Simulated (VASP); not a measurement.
The cell holds one PtTe$_{2}$ (1T layered) monolayer, with vacuum along c.

Here is the system:

```
PtTe2
1.0
    3.96728     0.00000     0.00000
   -1.98364     3.43577     0.00000
    0.00000     0.00000    18.93033
Te Pt
2 1
Cartesian
  1.98364   1.14525   8.05777
  0.00000   2.29051  10.87256
  0.00000   0.00000   9.46516
```

Computed with PBE GGA with D3 dispersion (Becke-Johnson damping), VASP's PBE PAW potentials (set 64) (plane waves; VASP 6.6.1). Run with 400 eV cut-off, 12×12×1 Γ-centred mesh, first-order Methfessel-Paxton smearing of 0.10 eV, potentials Te Pt.

Task: Predict its energy to cut it from the bulk, per area.

Result: 
| Quantity | Result |
|---|---|
| energy to cut it from the bulk, per area | 51.2 meV/Å² |

The cell is a sheet with vacuum, built from PtTe2 (1T layered).
